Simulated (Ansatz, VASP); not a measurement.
## Cross-check of TaGe2As4PdSeS (1T-PdSSe under TaGe2As4, AA') between VASP and Ansatz

Wanted: the spread between two codes on one cell, functional and k mesh. The structure shown is the start of the Ansatz relaxation below; VASP solves that cell, so the two are compared at the walk's first step.

Calculated with Ansatz 0.2.0; plane waves, with VASP 6.6.1 beside it; single point at PBEsol with D3(BJ).

## Step 1: Set-up

The cell holds 10 atoms: 1 Se, 1 Pd, 1 S, 4 As, 2 Ge and 1 Ta. Cell: a = 3.685 Å, b = 3.685 Å, c = 60.808 Å, α = 90.0°, β = 90.0°, γ = 120.0°. Vacuum lies along c.

## Step 2: Ansatz: relaxation, PBEsol with D3(BJ)

Ansatz runs on its default PAW (the set named soft_2) files.

The two programs are compared at the cell with which this relaxation starts, whose forces are those of its first step.

The input, input.yaml:

```yaml
crystal:
  lattice:
    - [3.685, 0.0, 0.0]
    - [-1.8425, 3.1913036129, 0.0]
    - [0.0, 0.0, 60.8080920899]
  atoms:
    - { symbol: Se, position: [0.6666666667, 0.3333333333, 0.3774168735] }
    - { symbol: Pd, position: [0.0, 0.0, 0.3987912276] }
    - { symbol: S, position: [0.3333333333, 0.6666666667, 0.414992089] }
    - { symbol: As, position: [0.3333333333, 0.6666666667, 0.464327628] }
    - { symbol: Ge, position: [0.0, 0.0, 0.4785197959] }
    - { symbol: As, position: [0.0, 0.0, 0.5166726127] }
    - { symbol: Ta, position: [0.3333333333, 0.6666666667, 0.5434553773], spin: 1.0 }
    - { symbol: As, position: [0.0, 0.0, 0.5702381418] }
    - { symbol: Ge, position: [0.0, 0.0, 0.6083909587] }
    - { symbol: As, position: [0.3333333333, 0.6666666667, 0.6225831265] }
  periodic: [true, true, false]
magnetization:
  spin_polarized: true
kpoints:
  mp_grid: { grid: [12, 12, 1] }
hamiltonian:
  xc: pbesol
  dispersion: d3bj
scf:
  occupations: { method: fermi_dirac, width: 0.05 }
  convergence: { dr2_threshold: 1.0e-09 }
relax:
  f_tol: 0.004
  max_steps: 90
  cell: {}
output:
  write_potential: true
  write_density: true
  volumetric_format: npy
```

Command:

```sh
ansatz run input.yaml --threads 4 --pin off --max-ram 12288MiB --backend cpu --events-out ev --progress --plain --runs-dir out
```

Numbers of over 12 decimals in the logs are rounded to 6 here.

The program printed:

```text
Warning: relax.cell: scf.convergence.dr2_threshold = 1e-9 eV is looser than the 1.61182940542e-10 eV advised for a relaxation that steers and ends on the stress (1e-10 eV for each atom of the cell: 10, times the square of relax.cell.stress_2d_tol = 0.05 N/m over 24.9 Å (the atoms' height at the walk's start and 5 Å past either face), 2.007e-2 GPa, over a crystal's default 0.05). What an SCF threshold leaves in a stress goes as its square root, and in the free energy as the threshold itself, and one threshold admits the most on a small cell: [figures from the program's tests cut] Set scf.convergence.dr2_threshold to 1.61182940542e-10 eV or tighter. [rest of the remark cut]
Engine: ansatz 0.2.0, x86_64-unknown-linux-gnu
Pseudopotentials: kind: paw
Pseudopotential: Se, paw, valence charge 16, recommended cutoff 420 eV (normal), Se.paw.azcp
Pseudopotential: Pd, paw, valence charge 18, recommended cutoff 420 eV (normal), Pd.paw.azcp
Pseudopotential: S, paw, valence charge 6, recommended cutoff 420 eV (normal), S.paw.azcp
Pseudopotential: As, paw, valence charge 15, recommended cutoff 420 eV (normal), As.paw.azcp
Pseudopotential: Ge, paw, valence charge 14, recommended cutoff 420 eV (normal), Ge.paw.azcp
Pseudopotential: Ta, paw, valence charge 13, recommended cutoff 420 eV (normal), Ta.paw.azcp
Functional definition: PBEsol
  exchange = pbesol_x
  correlation = pbesol_c
Crystal: 10 atoms, lattice volume = 715.100 Å³
Basis set: ecut = 420 eV, 13991 PW (Γ), exchange–correlation on 50×50×864 points (8 copies of the dense FFT grid, shifted against one another)
Bands: 86, of which v1, the nominal top of the filled ones, is band 71 counted from 1 (70 counted from 0)
Symmetry: 6 space group operations
Space group: P3m1 (ITA 156), of the structure as read, at distance tolerance 8.9e-5 Å
Magnetic group: BNS 156.49 (UNI 1279), of the structure as read, at distance tolerance 8.9e-5 Å
k-points: 19 of 144 (time reversal used)
Non-local potential: Se, projectors of the file, l = 0: 2, l = 1: 2, l = 2: 3, l = 3: 1
Non-local potential: Pd, projectors of the file, l = 0: 2, l = 1: 2, l = 2: 2, l = 3: 1
Non-local potential: S, projectors of the file, l = 0: 2, l = 1: 2, l = 2: 2
Non-local potential: As, projectors of the file, l = 0: 2, l = 1: 2, l = 2: 3, l = 3: 1
Non-local potential: Ge, projectors of the file, l = 0: 2, l = 1: 2, l = 2: 3, l = 3: 1
Non-local potential: Ta, projectors of the file, l = 0: 3, l = 1: 2, l = 2: 2, l = 3: 1
PAW form: soft (Blöchl's): semilocal exchange-correlation on the pseudo side does not see the compensation charge
PAW frozen core: Se, regenerated for the run's functional, and the local potential with it (the file was generated under x = pbe(κ = 0.804, μ = 0.219515), c = pbe(β = 0.066725))
PAW frozen core: Pd, regenerated for the run's functional, and the local potential with it (the file was generated under x = pbe(κ = 0.804, μ = 0.219515), c = pbe(β = 0.066725))
PAW frozen core: S, regenerated for the run's functional, and the local potential with it (the file was generated under x = pbe(κ = 0.804, μ = 0.219515), c = pbe(β = 0.066725))
PAW frozen core: As, regenerated for the run's functional, and the local potential with it (the file was generated under x = pbe(κ = 0.804, μ = 0.219515), c = pbe(β = 0.066725))
PAW frozen core: Ge, regenerated for the run's functional, and the local potential with it (the file was generated under x = pbe(κ = 0.804, μ = 0.219515), c = pbe(β = 0.066725))
PAW frozen core: Ta, regenerated for the run's functional, and the local potential with it (the file was generated under x = pbe(κ = 0.804, μ = 0.219515), c = pbe(β = 0.066725))
PAW one-centre angular grid: Se, 590 points (default); XC on 64 Gauss nodes
PAW one-centre angular grid: Pd, 590 points (default); XC on 64 Gauss nodes
PAW one-centre angular grid: S, 110 points (default); XC on 64 Gauss nodes
PAW one-centre angular grid: As, 590 points (default); XC on 64 Gauss nodes
PAW one-centre angular grid: Ge, 590 points (default); XC on 64 Gauss nodes
PAW one-centre angular grid: Ta, 590 points (default); XC on 64 Gauss nodes
Initial density: superposition of atomic densities (neutral atoms: chi_scale 0, normalization atom)
Starting moments: Σ|m| = 1 μB on 1 of 10 sites
Initial wavefunctions: pseudopotential atomic-orbital guess
[...]
SCF converged after 8 iterations
an eigenvalue changed by more than its tolerance at an iteration that met the thresholds in force, so the SCF went on 1 time: the last check found none over its tolerance
Magnetization: 0.0000 μB (70.5000 up, 70.5000 down)
Absolute magnetization: 0.0000 μB (∫|ρ↑−ρ↓|, with the PAW one-centre terms)
Spin contamination: 0.0000 ħ² per cell (⟨S²⟩ above its minimum at these occupations)
Per-site moments (μB) at R_I (Å): [(6.078163745333421e-10, 1.020293), (3.4562661469123864e-9, 0.989434), (-3.12100902364377e-8, 0.989434), (5.745617986917053e-9, 0.992440), (2.784450067997796e-8, 0.992440), (-4.605273874919351e-8, 0.998895), (1.00363919780661e-6, 1.060493), (-3.470149912497617e-8, 0.990934), (3.339923176906427e-8, 0.990934), (2.208863275077084e-8, 0.991621)]
Free energy (F): -50785.587349 eV
Harris-Foulkes:  -50785.587349 eV  (|F-HF|=3.26e-9)
Internal energy: -50785.563268 eV  (E = F + TS)
E sigma→0 (E₀):  -50785.575308 eV
Entropy (-TS):   -0.024082 eV (-2.408 meV/atom)
Fermi energy:    -4.914306 eV
--- Per-component energies (eV) ---
  E_band       = -4191.102126
  E_kinetic    = 1742.638465
  E_local      = -1450397.218139  (includes V_loc(G=0)·N_el)
  E_nonlocal   = -2159.542201
  E_hartree    = 723802.676029
  E_xc         = -1050.090284
  E_vxc        = -1048.503085  (∫ρ·V_xc dr)
  E_paw        = -25539.332100  (= ΣΔE_a)
  E_vpaw       = 66.168266  (= ΣTr[D̂ρ^β])
  E_aug_tail   = 0.000427  (compensation charges beyond the density's cutoff)
  E_ewald      = 702811.228015
  E_disp       = -3.211637  (pairwise vdW)
  E_core_change = 7.288157  (= ΣΔE_core)
  E_smearing   = -0.024082  (= −TS)
  E_closure    = -0.000000  (closes the sum)
  Σ components = -50785.587349   (vs F -50785.587349, Δ=0.00e0)
--- Forces (eV/Å), atoms counted from 1 ---
  atom   1  Se     0.00000000     0.00000000    -0.00081053
  atom   2  Pd     0.00000000    -0.00000000     0.00042697
  atom   3  S     -0.00000000    -0.00000000     0.00057417
  atom   4  As    -0.00000000     0.00000000    -0.00011341
  atom   5  Ge     0.00000000     0.00000000     0.00105732
  atom   6  As     0.00000000     0.00000000    -0.00199559
  atom   7  Ta     0.00000000     0.00000000     0.00111060
  atom   8  As     0.00000000     0.00000000     0.00019328
  atom   9  Ge    -0.00000000     0.00000000    -0.00014768
  atom  10  As     0.00000000     0.00000000    -0.00029401
  max |Σ_I F_I| component: 1.12e-6 eV/Å
--- 2D stress c σ (N/m, compression-positive) ---
       -0.003196       0.000000      -0.000000
        0.000000      -0.003196       0.000000
       -0.000000       0.000000      -0.000000
  P = ½ c Tr σ = -0.0032 N/m
--- Band table (eV; the first three rows and the last of 38) ---
  k-point 0 ↑: bands = [... 67 lower, -5.1927, -4.9018, -4.9018, -4.3146, -3.3880, -3.3880, -2.7925, -2.5665, ... 11 higher]
  k-point 1 ↑: bands = [... 67 lower, -5.3775, -5.2279, -5.0878, -4.3180, -3.8064, -3.4806, -2.2819, -2.1904, ... 11 higher]
  k-point 2 ↑: bands = [... 67 lower, -5.7783, -5.4929, -5.3074, -4.6306, -4.4536, -3.6476, -2.5923, -2.5466, ... 11 higher]
  k-point 18 ↓: bands = [... 67 lower, -7.1271, -6.3065, -5.7433, -4.4968, -4.4002, -4.1081, -3.8280, -3.3128, ... 11 higher]
  the weakly bound empty levels are not read free of the cell's end (no_gap_told)
--- Relaxed structure (7 steps of the walk, 7 accepted, 1 SCFs on fresh bases) ---
  F+E_penalty+E_count = -50785.58734937 eV   max|allowed force component| = 1.996e-3 eV/Å   (the final SCF, on the basis selected at the relaxed cell)
  cell:  # Å, volume = 694.9764 Å³
    - [3.632779, 0, 0]
    - [-1.816390, 3.146079, 0]
    - [0, 0, 60.8080920899]
  atoms:
    - { symbol: Se, position: [0.666667, 0.333333, 0.372095] }
    - { symbol: Pd, position: [-1.8266589160972456e-17, -3.145631903018446e-17, 0.393655] }
    - { symbol: S, position: [0.333333, 0.666667, 0.412794] }
    - { symbol: As, position: [0.333333, 0.666667, 0.461504] }
    - { symbol: Ge, position: [-2.390593720950237e-18, -3.145631903018445e-17, 0.480889] }
    - { symbol: As, position: [1.1427296444670677e-18, -3.145631903018444e-17, 0.520712] }
    - { symbol: Ta, position: [0.333333, 0.666667, 0.545162] }
    - { symbol: As, position: [-7.729386822086331e-18, -3.1456319030184443e-17, 0.570083] }
    - { symbol: Ge, position: [-4.867463146043552e-18, -3.145631903018445e-17, 0.609589] }
    - { symbol: As, position: [0.333333, 0.666667, 0.628906] }
```

(Continued in part 2 of 2.)

[Lines on the potential files, build, host, timing and source positions are cut from VASP's logs without a mark.]

[Logs are printed without paths, hosts, clocks, repeated set-up lines and the standing remarks that a program may print on its own settings, such as how far it seeks lower states.]

[Hosts, paths, dates, database ids (printed as entryN), source tags and the programs' standing remarks are cut or masked in the printed files.]
